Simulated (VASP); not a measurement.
OSZICAR of a VASP run on GaP (relaxed from the zinc blende structure, space group F-43m):

**OSZICAR**
```
       N       E                     dE             d eps       ncg     rms          rms(c)
DAV:   1     0.711382870666E+02    0.71138E+02   -0.82863E+03   770   0.176E+03
DAV:   2    -0.519686811375E+01   -0.76335E+02   -0.73738E+02   819   0.288E+02
DAV:   3    -0.101237032341E+02   -0.49268E+01   -0.49057E+01   924   0.681E+01
DAV:   4    -0.102063048874E+02   -0.82602E-01   -0.82570E-01   942   0.957E+00
DAV:   5    -0.102082921125E+02   -0.19872E-02   -0.19871E-02   956   0.121E+00    0.417E+00
DAV:   6    -0.996240463490E+01    0.24589E+00   -0.43889E-01  1180   0.140E+01    0.265E+00
DAV:   7    -0.992265008702E+01    0.39755E-01   -0.99929E-02  1019   0.270E+00    0.997E-01
DAV:   8    -0.991966976923E+01    0.29803E-02   -0.13240E-02   899   0.165E+00    0.160E-01
DAV:   9    -0.991981499949E+01   -0.14523E-03   -0.11301E-03  1088   0.576E-01    0.658E-02
DAV:  10    -0.991983466856E+01   -0.19669E-04   -0.65393E-05   892   0.814E-02    0.268E-02
DAV:  11    -0.991986110905E+01   -0.26440E-04   -0.28194E-05   849   0.626E-02    0.403E-03
DAV:  12    -0.991986103960E+01    0.69448E-07   -0.14554E-06   670   0.183E-02
   1 F= -.99198610E+01 E0= -.99198610E+01  d E =-.991986E+01
```

Task: Which electronic solver shows in the log?

Result: It is blocked Davidson (ALGO = Normal, or the opening steps of other solvers). The INCAR had ALGO = Normal.

Task: Can the final energy be trusted as converged?

Result: Self-consistency was reached. It stopped with EDIFF = 1E-6, NELM = 100, NSW = 60 and EDIFFG = -0.01 after 1 ionic step (PBEsol GGA, plane waves, VASP's PBE PAW potentials (set 64)).

The structure was generated: GaP was put into the zinc blende type (F-43m), which need not be its known phase. It was relaxed first, which changed the volume by +8 %. The start is the result of an earlier pass.
